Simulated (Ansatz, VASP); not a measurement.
## MgCd2TeSe2: VASP beside Ansatz

```
Mg Cd Te Se
1.0
     4.26448    0.00000    0.00000
     0.00000    4.26448    0.00000
     0.00000    0.00000    7.51951
Mg Cd Te Se
1 2 1 2
Direct
  0.00000 0.00000 0.64139
  0.00000 0.00000 0.16199
  0.50000 0.50000 0.83048
  0.50000 0.50000 0.37095
  0.50000 0.00000 0.99759
  0.00000 0.50000 0.99759
```

Change from the starting cell: species swapped into the La2BrClO2 type (P4mm, No. 99).

Alike in both runs: task single point; functional PBE; k mesh 4 × 4 × 2; occupations gaussian, width 0.1 eV; no spin polarisation.

```csv
,VASP,Ansatz
version,VASP 6.6.1,Ansatz 0.2.0
potentials or method,"VASP PAW PBE potentials, release 64 (Mg, Cd, Te, Se)","scalar-relativistic, plane waves, PAW"
plane-wave cutoff (eV),520,420
valence electrons in the cell,44,98
```

VASP gave:

```
gap on the k mesh at the Fermi level (eV)       : none
pressure (GPa)                                  : 21.0
largest component of the traceless stress (GPa) : 13.23
rms of the force components (eV/Å)              : 1.506
```

Q: Estimate Ansatz's values.

A: gap on the k mesh at the Fermi level (eV): none; pressure (GPa): 20.3; largest component of the traceless stress (GPa): 13.03; rms of the force components (eV/Å): 1.456.

Atom by atom the forces differ by 0.054 eV/Å (rms over components). A gap of «none» marks a metal or a gap that the smearing closes. The two sets of potentials don't hold the same shells in valence.

Caveats: the k mesh is coarse (spacing up to 0.42 Å⁻¹), so the values aren't converged; so large a pressure means that the cell lies far from this level's equilibrium, or that cutoff or potentials fall short (VASP); forces of over 1 eV/Å show positions far from the minimum, so gaps and moduli don't describe the material at rest. Spin-orbit coupling is left out, which matters for the levels of Te.
